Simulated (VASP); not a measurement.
```
NbC
1.0
    0.00000     2.27971     2.27971
    2.27971     0.00000     2.27971
    2.27971     2.27971     0.00000
Nb C
1 1
Direct
  0.00000   0.00000   0.00000
  0.50000   0.50000   0.50000
```

All values below come from rev-vdW-DF2, VASP's PBE PAW potentials (set 64) (plane waves; VASP). Numerical set-up: 520 eV cut-off, 14×14×14 Γ-centred mesh, first-order Methfessel-Paxton smearing of 0.10 eV, potentials Nb_sv C.

Estimate the energy per atom (σ→0), pressure, band gap (on the k-mesh) with the smallest direct gap where there is one.

The band gap (on the k-mesh) is none (metal, semimetal or under 0.01 eV) and the energy per atom (σ→0) is -8.650 eV/atom. The pressure comes out as -15.83 GPa.

Total energies compare only between runs with the same potentials, cut-off and functional.

The compound is NbC in the rock salt structure. This cell is one point of a volume scan, at 1.06 of the reference volume. The electron count is odd and the run is not spin-polarised, which forces a metal.
